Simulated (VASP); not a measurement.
# ErAl2Pd2 (I4/mmm) in VASP: single point with r2SCAN

Aim: the single point of ErAl2Pd2 with r2SCAN.

Program: VASP 6.6.1. These are calculated values, not measurements. Logs are shortened: lines on timing, memory, paths and dates and some standing lists are left out, and cuts for length are marked.

### 1 The crystal as given

It takes space group I4/mmm (No. 139, tetragonal). Conventional cell: a = 4.034 Å, b = 4.034 Å, c = 9.668 Å, α = 90.00°, β = 90.00°, γ = 90.00°. Pd (site symmetry -4m2) is surrounded by 4 Al at 2.43 Å. Er (site symmetry 4/mmm) is surrounded by 8 Al at 3.04 Å and 8 Pd at 3.15 Å. Al (site symmetry 4mm) has 1 Al at 2.13 Å and 4 Pd at 2.43 Å as nearest neighbours.

The cell was built by a generator and needn't be a form met in nature.

### 2 Single point, r2SCAN

The input, POSCAR:

```
ErAl2Pd2
1.0
    0.0000000000      4.0344677300      0.0000000000
    4.0344677300      0.0000000000      0.0000000000
    2.0172338700      2.0172338700     -4.8339463200
Pd Er Al
2 1 2
Direct
    0.7500000000      0.2500000000      0.5000000000
    0.2500000000      0.7500000000      0.5000000000
    0.0000000000      0.0000000000      0.0000000000
    0.3900000000      0.3900000000      0.2200000000
    0.6100000000      0.6100000000      0.7800000000
```

The input, INCAR.step1:

```
PREC = Accurate
ENCUT = 520
ISMEAR = -5
SIGMA = 0.1
LREAL = False
LASPH = True
NELM = 100
LMAXMIX = 6
GGA = PE
ALGO = Normal
EDIFF = 1E-4
LWAVE = True
LCHARG = False
```

The input, INCAR.step2:

```
PREC = Accurate
ENCUT = 520
EDIFF = 1E-7
ISMEAR = -1
SIGMA = 0.1
LREAL = False
LASPH = True
NELM = 100
ALGO = Normal
ISIF = 2
LWAVE = False
LCHARG = False
LMAXMIX = 6
METAGGA = R2SCAN
LMIXTAU = True
LORBIT = 10
ISTART = 1
```

The input, KPOINTS:

```
regular mesh
0
Gamma
  6 6 6
```

Potentials or basis: VASP PAW PBE potentials, release 64 (Pd, Er, Al).

Run with:

```console
$ cat potpaw_PBE.64/Pd/POTCAR potpaw_PBE.64/Er/POTCAR potpaw_PBE.64/Al/POTCAR > POTCAR
$ cp INCAR.step1 INCAR
$ mpirun -np 1 vasp_std > vasp.out
$ cp INCAR.step2 INCAR
$ mpirun -np 1 vasp_std > vasp.out
```

OUTCAR:

```text
PREC = Accurate
   ENCUT = 520
   EDIFF = 1E-7
   ISMEAR = -1
   LREAL = False
   LASPH = True
   NELM = 100
   ISIF = 2
   METAGGA = R2SCAN
   LORBIT = 10
   ISTART = 1

 ion  position               nearest neighbor table
   1  0.750  0.250  0.500-   4 2.43   5 2.43   5 2.43   4 2.43   2 2.85   2 2.85   2 2.85   2 2.85
                             3 3.15   3 3.15   3 3.15   3 3.15
   2  0.250  0.750  0.500-   4 2.43   5 2.43   5 2.43   4 2.43   1 2.85   1 2.85   1 2.85   1 2.85
                             3 3.15   3 3.15   3 3.15   3 3.15
   3  0.000  0.000  0.000-   5 3.04   4 3.04   5 3.04   4 3.04   4 3.04   5 3.04   5 3.04   4 3.04
                             1 3.15   2 3.15   2 3.15   1 3.15   2 3.15   1 3.15   2 3.15   1 3.15
   4  0.390  0.390  0.220-   5 2.13   2 2.43   1 2.43   2 2.43   1 2.43   3 3.04   3 3.04   3 3.04
                             3 3.04
   5  0.610  0.610  0.780-   4 2.13   1 2.43   2 2.43   2 2.43   1 2.43   3 3.04   3 3.04   3 3.04
                             3 3.04

  LATTYP: Found a body centered tetragonal cell.
 ALAT       =     4.0344677300
 C/A-ratio  =     2.3963241962

  Lattice vectors:

 A1 = (  -2.0172338700,   2.0172338600,   4.8339463200)
 A2 = (   2.0172338600,  -2.0172338700,   4.8339463200)
 A3 = (   2.0172338700,   2.0172338700,  -4.8339463200)

Analysis of symmetry for initial positions (statically):
=====================================================================
 Subroutine PRICEL returns:
 Original cell was already a primitive cell.

 Routine SETGRP: Setting up the symmetry group for a
 body centered tetragonal supercell.

 Subroutine GETGRP returns: Found 16 space group operations
 (whereof 16 operations were pure point group operations)
 out of a pool of 16 trial point group operations.

The static configuration has the point symmetry D_4h.

Analysis of symmetry for dynamics (positions and initial velocities):
=====================================================================
 Subroutine PRICEL returns:
 Original cell was already a primitive cell.

 Routine SETGRP: Setting up the symmetry group for a
 body centered tetragonal supercell.

 Subroutine GETGRP returns: Found 16 space group operations
 (whereof 16 operations were pure point group operations)
 out of a pool of 16 trial point group operations.

The dynamic configuration has the point symmetry D_4h.

 Subroutine INISYM returns: Found 16 space group operations
 (whereof 16 operations are pure point group operations),
 and found     1 'primitive' translations

----------------------------------------------------------------------------------------

                                     Primitive cell

  volume of cell :      78.6818

  direct lattice vectors                    reciprocal lattice vectors
     0.000000000  4.034467730  0.000000000     0.000000000  0.247864171  0.103435158
     4.034467730  0.000000000  0.000000000     0.247864171  0.000000000  0.103435158
     2.017233870  2.017233870 -4.833946320     0.000000000  0.000000000 -0.206870315

  length of vectors
     4.034467730  4.034467730  5.612976216     0.268580489  0.268580489  0.206870315

  position of ions in fractional coordinates (direct lattice)
     0.750000000  0.250000000  0.500000000
     0.250000000  0.750000000  0.500000000
     0.000000000  0.000000000  0.000000000
     0.390000000  0.390000000  0.220000000
     0.610000000  0.610000000  0.780000000

  ion indices of the primitive-cell ions
   primitive index   ion index
                 1           1
                 2           2
                 3           3
                 4           4
                 5           5

----------------------------------------------------------------------------------------

 KPOINTS: regular mesh

Automatic generation of k-mesh.
 Grid dimensions read from file:
 generate k-points for:    6    6    6

 Generating k-lattice:

  Cartesian coordinates                     Fractional coordinates (reciprocal lattice)
     0.000000000  0.041310695  0.017239193     0.166666667  0.000000000  0.000000000
     0.041310695  0.000000000  0.017239193     0.000000000  0.166666667  0.000000000
     0.000000000  0.000000000 -0.034478386     0.000000000  0.000000000  0.166666667

  Length of vectors
     0.044763415  0.044763415  0.034478386

  Shift w.r.t. Gamma in fractional coordinates (k-lattice)
     0.000000000  0.000000000  0.000000000

 Subroutine IBZKPT returns following result:
 ===========================================

 Found     30 irreducible k-points:

 Following reciprocal coordinates:
            Coordinates               Weight
  0.000000  0.000000  0.000000      1.000000
  0.166667  0.000000 -0.000000      8.000000
  0.333333  0.000000 -0.000000      8.000000
  0.500000  0.000000  0.000000      4.000000
  0.166667  0.166667 -0.000000      8.000000
  0.333333  0.166667 -0.000000     16.000000
[... 16 lines left out ...]
 -0.333333 -0.333333  0.166667      4.000000
 -0.166667 -0.333333  0.166667     16.000000
 [... further k-points ...]
   k-points           NKPTS =     30   k-points in BZ     NKDIM =     30   number of bands    NBANDS=     28
   number of dos      NEDOS =    301   number of ions     NIONS =      5
   total plane-waves  NPLWV =  37800
   dimension x,y,z NGX =    30 NGY =   30 NGZ =   42
   dimension x,y,z NGXF=    60 NGYF=   60 NGZF=   84
   ions per type =               2   1   2
   NGX,Y,Z   is equivalent  to a cutoff of  12.36, 12.36, 12.44 a.u.
   NGXF,Y,Z  is equivalent  to a cutoff of  24.72, 24.72, 24.88 a.u.
 SYSTEM =  unknown system
   PREC   = accura    normal or accurate (medium, high low for compatibility)
   ISTART =      1    job   : 0-new  1-cont  2-samecut
   ICHARG =      0    charge: 1-file 2-atom 10-const
   ISPIN  =      1    spin polarized calculation?
   LNONCOLLINEAR =      F non collinear calculations
   LSORBIT =      F    spin-orbit coupling
   LASPH  =      T    aspherical Exc in radial PAW
   ENCUT  =  520.0 eV  38.22 Ry    6.18 a.u.   7.50  7.50 10.44*2*pi/ulx,y,z
   NELM   =    100;   NELMIN=  2; NELMDL=  0     # of ELM steps
   EDIFF  = 0.1E-06   stopping-criterion for ELM
   LREAL  =      F    real-space projection
   EDIFFG = 0.1E-05   stopping-criterion for IOM
   NSW    =      0    number of steps for IOM
   IBRION =     -1    ionic relax: 0-MD 1-quasi-New 2-CG
   NFREE  =      0    steps in history (QN), initial steepest desc. (CG)
   ISIF   =      2    stress and relaxation
   ISYM   =      2    0-nonsym 1-usesym 2-fastsym
   POTIM  = 0.5000    time-step for ionic-motion
   TEBEG  =    0.0;   TEEND  =   0.0 temperature during run
   PSTRESS=    0.0 pullay stress
   NELECT =      48.0000    total number of electrons
   NUPDOWN=      -1.0000    fix difference up-down
   EMIN   =  10.00;   EMAX   =-10.00  energy-range for DOS
   EFERMI =   0.00;   METHOD = LEGACY
   ISMEAR =    -1;   SIGMA  =   0.10  broadening in eV -4-tet -1-fermi 0-gaus
   EFERMI_NEDOS =   21; number of points for ismear=-14 and -15
   IALGO  =     38    algorithm
   IMIX   =      4    mixing-type and parameters
     AMIX     =   0.40;   BMIX     =  1.00
     AMIX_MAG =   1.60;   BMIX_MAG =  1.00
  volume/ion in A,a.u.               =      15.74       106.19
  Fermi-wavevector in a.u.,A,eV,Ry     =   1.388451  2.623791 26.229249  1.927795
  Thomas-Fermi vector in A             =   2.512576
   LORBIT       =     10    0 simple, 1 ext, 2 COOP (PROOUT), +10 PAW based schemes
   METAGGA = R2SCAN    functional components
   LHFCALC =     F    Hartree Fock is set to
   AEXX    =    0.0000 exact exchange contribution
   IVDW    =     0    specifies the selected vdW correction
   LEPSILON=     F    determine dielectric tensor
   LRPA    =     F    only Hartree local field effects (RPA)
 non-spin polarized calculation
  energy-cutoff  :      520.00
  volume of cell :       78.68
 maximum number of plane-waves:      2153
   NGX = 15   NGY = 15   NGZ = 21

 number of electron      48.0000010 magnetization

 Free energy of the ion-electron system (eV)
  ---------------------------------------------------
  ext. energy  EPLUGINS =         0.00000000
  ---------------------------------------------------
  free energy    TOTEN  =       -95.71350253 eV

  energy without entropy =      -95.30254637  energy(sigma->0) =      -95.50802445

 E-fermi :   8.2624     XC(G=0): -12.8672

 val. band max:        8.2569704697   @ k =   0.5000   0.1667  -0.0000
 cond. band min:       8.2779426294   @ k =   0.5000   0.3333   0.1667
 fundamental gap:      0.0209721596
 Fermi energy:         8.2623764314

 k-point     1 :       0.0000    0.0000    0.0000
  band No.  band energies     occupation
      1     -41.3855      2.00000
      2     -15.1302      2.00000
      3     -15.0837      2.00000
      4     -15.0837      2.00000
      5      -1.5130      2.00000
      6       1.5107      2.00000
[... 20 lines left out ...]
     27       8.3487      0.59339
     28      11.4858      0.00000

 k-point     2 :       0.1667    0.0000   -0.0000
  band No.  band energies     occupation
      1     -41.3847      2.00000
      2     -15.1289      2.00000
      3     -15.1173      2.00000
      4     -15.0799      2.00000
      5      -1.1469      2.00000
      6       1.6062      2.00000
[... 20 lines left out ...]
     27       9.1365      0.00032
     28      10.3900      0.00000

 k-point     3 :       0.3333    0.0000   -0.0000
  band No.  band energies     occupation
      1     -41.3831      2.00000
      2     -15.1838      2.00000
      3     -15.1256      2.00000
      4     -15.0723      2.00000
      5      -0.1893      2.00000
      6       1.7818      2.00000
[... 20 lines left out ...]
     27       9.5234      0.00001
     28      11.0850      0.00000

 k-point     4 :       0.5000    0.0000    0.0000
  band No.  band energies     occupation
      1     -41.3823      2.00000
      2     -15.2163      2.00000
      3     -15.1240      2.00000
      4     -15.0685      2.00000
      5       0.6180      2.00000
      6       1.6659      2.00000
[... 20 lines left out ...]
     27      11.0580      0.00000
     28      11.5315      0.00000

 k-point     5 :       0.1667    0.1667   -0.0000
  band No.  band energies     occupation
      1     -41.3839      2.00000
      2     -15.1290      2.00000
      3     -15.1153      2.00000
      4     -15.1096      2.00000
      5      -0.7225      2.00000
      6       1.6061      2.00000
[... 20 lines left out ...]
     27       8.9713      0.00167
     28      10.0077      0.00000

 k-point     6 :       0.3333    0.1667   -0.0000
  band No.  band energies     occupation
      1     -41.3823      2.00000
      2     -15.1778      2.00000
      3     -15.1245      2.00000
      4     -15.1035      2.00000
      5       0.1500      2.00000
      6       1.7297      2.00000
[... 463 lines left out ...]
      5       0.6446      2.00000
      6       2.2713      2.00000
[... 20 lines left out ...]
     27       8.3396      0.63207
     28       8.4467      0.27326

 k-point    22 :      -0.1667    0.5000    0.1667
  band No.  band energies     occupation
      1     -41.3816      2.00000
      2     -15.2098      2.00000
      3     -15.1210      2.00000
      4     -15.0993      2.00000
      5       0.6149      2.00000
      6       1.9206      2.00000
[... 20 lines left out ...]
     27       9.1753      0.00022
     28      10.8993      0.00000

 k-point    23 :      -0.3333   -0.3333    0.1667
  band No.  band energies     occupation
      1     -41.3808      2.00000
      2     -15.1665      2.00000
      3     -15.1651      2.00000
      4     -15.1201      2.00000
      5       0.6952      2.00000
      6       1.6274      2.00000
[... 20 lines left out ...]
     27       9.2237      0.00013
     28      10.5145      0.00000

 k-point    24 :      -0.1667   -0.3333    0.1667
  band No.  band energies     occupation
      1     -41.3823      2.00000
      2     -15.1770      2.00000
      3     -15.1279      2.00000
      4     -15.1032      2.00000
      5       0.5363      2.00000
      6       1.3427      2.00000
[... 20 lines left out ...]
     27      10.3218      0.00000
     28      11.4646      0.00000

 [... further k-points ...]

------------------------ aborting loop because EDIFF is reached ----------------------------------------

  FORCE on cell =-STRESS in cart. coord.  units (eV):
  Direction    XX          YY          ZZ          XY          YZ          ZX
  --------------------------------------------------------------------------------------
  -------------------------------------------------------------------------------------
  Total        8.0197187      8.0197187     17.8309687      0.0000000     -0.0000000     -0.0000000
  in kB      163.3034667    163.3034667    363.0874230      0.0000000     -0.0000004     -0.0000004
  external PRESSURE =     229.8981188 kB  Pullay stress =       0.0000000 kB

 VOLUME and BASIS-vectors are now :
 -----------------------------------------------------------------------------
  energy-cutoff  :      520.00
  volume of cell :       78.68
      direct lattice vectors                 reciprocal lattice vectors
     0.000000000  4.034467730  0.000000000     0.000000000  0.247864171  0.103435158
     4.034467730  0.000000000  0.000000000     0.247864171  0.000000000  0.103435158
     2.017233870  2.017233870 -4.833946320     0.000000000  0.000000000 -0.206870315

 POSITION                                       TOTAL-FORCE (eV/Angst)
 -----------------------------------------------------------------------------------
      2.01723      4.03447     -2.41697        -0.000000     -0.000000     -0.000000
      4.03447      2.01723     -2.41697         0.000000      0.000000     -0.000000
      0.00000      0.00000      0.00000         0.000000     -0.000000     -0.000000
      2.01723      2.01723     -1.06347         0.000000      0.000000     -4.117154
      4.03447      4.03447     -3.77048        -0.000000     -0.000000      4.117154
 -----------------------------------------------------------------------------------
    total drift:                                0.000000     -0.000000     -0.000000

  FREE ENERGIE OF THE ION-ELECTRON SYSTEM (eV)
  ---------------------------------------------------
  free  energy   TOTEN  =       -95.7135025299 eV

  energy  without entropy=      -95.3025463735  energy(sigma->0) =      -95.50802445

 total charge

# of ion       s       p       d       f       tot
--------------------------------------------------
    1        0.625   0.640   8.584   0.000   9.850
    2        0.625   0.640   8.584   0.000   9.850
    3        2.076   5.802   0.389  11.384  19.651
    4        0.479   0.502   0.000   0.000   0.981
    5        0.479   0.502   0.000   0.000   0.981
--------------------------------------------------
tot          4.284   8.086  17.557  11.384  41.312
```

It took 14 min on 1 thread of Intel Xeon Platinum 8375C at 2.90GHz (Ice Lake), shared host; peak memory 0.26 GiB.

Results:

```yaml
Free_energy: -95.7135 eV
Pressure: 23.0 GPa
Largest_force: 4.117 eV/Å
Band_gap_on_the_k_mesh: none (metal or under the smearing width)
Valence_electrons_inside_the_program's_atomic_spheres: Pd 9.85; Er 19.65; Al 0.98
```

Forces on the atoms (eV/Å):
```
Pd   0.000  0.000  0.000
Pd   0.000  0.000  0.000
Er   0.000  0.000  0.000
Al   0.000  0.000 -4.117
Al   0.000  0.000  4.117
```

Caveat: so large a pressure means that the cell lies far from this level's equilibrium, or that cutoff or potentials fall short; the potentials were made for another functional, which shifts forces and pressure; without U or exact exchange the open f shell lies at the Fermi level, which spoils levels, moments and volumes.
